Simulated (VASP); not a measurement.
All values below come from PBE GGA, VASP's PBE PAW potentials (set 64) (plane waves; VASP).

VASP ran on this input.

File KPOINTS:
```
Automatic mesh
0
Gamma
6 6 6
0 0 0
```

INCAR:
```
SYSTEM = CdTe
PREC = Accurate
ENCUT = 520
EDIFF = 1E-6
NELM = 100
ALGO = Normal
LREAL = .FALSE.
LASPH = .TRUE.
ISMEAR = 0
SIGMA = 0.05
GGA = PE
LMAXMIX = 4
LWAVE = .FALSE.
LCHARG = .TRUE.
```

POSCAR:
```
CdTe
1
    0.0000000000     3.3124350064     3.3124350064
    3.3124350064     0.0000000000     3.3124350064
    3.3124350064     3.3124350064     0.0000000000
Cd Te
1 1
Direct
  0.0000000000   0.0000000000   0.0000000000
  0.2500000000   0.2500000000   0.2500000000
```

POTCAR, in this order: Cd Te (PBE.64 set). Program: vasp_std.

### Question
What will the output report for the number of irreducible k-points (NKPTS), largest plane-wave count, number of space-group operations, FFT grid (NGX, NGY, NGZ)?

### Answer

```yaml
number of irreducible k-points (NKPTS): 16
largest_plane_wave_count: 1980
number_of_space_group_operations: 24
FFT grid (NGX, NGY, NGZ): 36 × 36 × 36
```

The compound is CdTe in the zinc blende structure. It was relaxed first, which changed the volume by +7 %.
